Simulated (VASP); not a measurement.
Input:

```
CELL_PARAMETERS angstrom
      0.00000     2.53621     2.53621
      2.53621     0.00000     2.53621
      2.53621     2.53621     0.00000
ATOMIC_POSITIONS crystal
  Hf 0.00000 0.00000 0.00000
  O  0.25000 0.25000 0.25000
  O  0.75000 0.75000 0.75000
```

All values below come from PBE GGA, VASP's PBE PAW potentials (set 64) (plane waves; VASP). Run with 520 eV cut-off, 6×6×6 Γ-centred mesh, Gaussian smearing of 0.050 eV, potentials Hf_pv O.

Unless said otherwise, spin-orbit coupling is left out, though it shifts the bands of the heavy elements here.

Problem. Estimate the energy per atom (σ→0), band gap (on the k-mesh) with the smallest direct gap where there is one.

Solution. 
- band gap (on the k-mesh): 3.80 eV
- smallest direct gap (on the k-mesh): 3.80 eV
- energy per atom (σ→0): -10.083 eV/atom

The compound is HfO2 in the fluorite structure, the high-temperature cubic form, which is unstable at 0 K; the monoclinic form is the stable one. It was relaxed first.
